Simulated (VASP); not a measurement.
VASP ran on this input.

**KPOINTS**
```
Regular mesh
0
G
  12 12 9
0 0 0
```

**INCAR**
```
! general
SYSTEM  = FePt
PREC    = Accurate
ENCUT   = 400
LREAL   = .False.   ! projection in real space or not
LASPH   = .True.
ADDGRID = .True.

! electronic loop
EDIFF   = 1E-6
NELM    = 100   ! most electronic steps
ALGO    = Normal   ! blocked Davidson
LMAXMIX = 6

! smearing
ISMEAR  = 1   ! Methfessel-Paxton
SIGMA   = 0.1

! functional
GGA     = PE   ! PBE

! spin
ISPIN   = 2
MAGMOM  = 3.0 0.0

! ions
ISIF    = 2

! output
LWAVE   = .False.
LCHARG  = .False.
LORBIT  = 10
```

File POSCAR:
```
FePt
1.0
  2.7274710000   0.0000000000   0.0000000000
  0.0000000000   2.7940870000   0.0000000000
  0.0000000000   0.0000000000   3.6769520000
Fe Pt
1 1
Direct
  0.0000000000   0.0000000000   0.0000000000
  0.5282590000   0.5000000000   0.5000000000
```

POTCAR, in this order: Fe Pt (PBE.64 set). Program: vasp_std.

Question: Write an equivalent input for Quantum ESPRESSO's pw.x.

Answer: One equivalent input (not run):
```
&CONTROL
  calculation = 'scf'
  pseudo_dir = './pseudo'
  outdir = './out'
  tprnfor = .true.
  tstress = .true.
/
&SYSTEM
  ibrav = 0
  nat = 2
  ntyp = 2
  ecutwfc = 90
  occupations = 'smearing'
  smearing = 'methfessel-paxton'
  degauss = 0.00735
  input_dft = 'pbe'
  nspin = 2
  starting_magnetization(1) = 0.3
/
&ELECTRONS
  conv_thr = 7.3e-08
  electron_maxstep = 100
/
ATOMIC_SPECIES
  Fe 55.845 Fe.upf
  Pt 195.084 Pt.upf
CELL_PARAMETERS angstrom
     2.7274710    0.0000000    0.0000000
     0.0000000    2.7940870    0.0000000
     0.0000000    0.0000000    3.6769520
ATOMIC_POSITIONS crystal
  Fe   0.0000000  0.0000000  0.0000000
  Pt   0.5282590  0.5000000  0.5000000
K_POINTS automatic
  12 12 9 0 0 0
```
What does not carry over: the potentials are each code's own (VASP's PAW set, PseudoDojo norm-conserving files in pw.x), so ENCUT and ecutwfc are chosen apart and not converted; conv_thr bounds pw.x's estimated SCF error, while EDIFF bounds the energy change between steps; starting_magnetization is a fraction of the valence charge and MAGMOM a moment in μB, so they match only roughly.

The compound is FePt in the L1_0 structure. The cell was not relaxed at this level, atoms are displaced from their ideal sites. The run is one of a series of settings (ADDGRID = .TRUE. against the base run), some of them coarse on purpose.
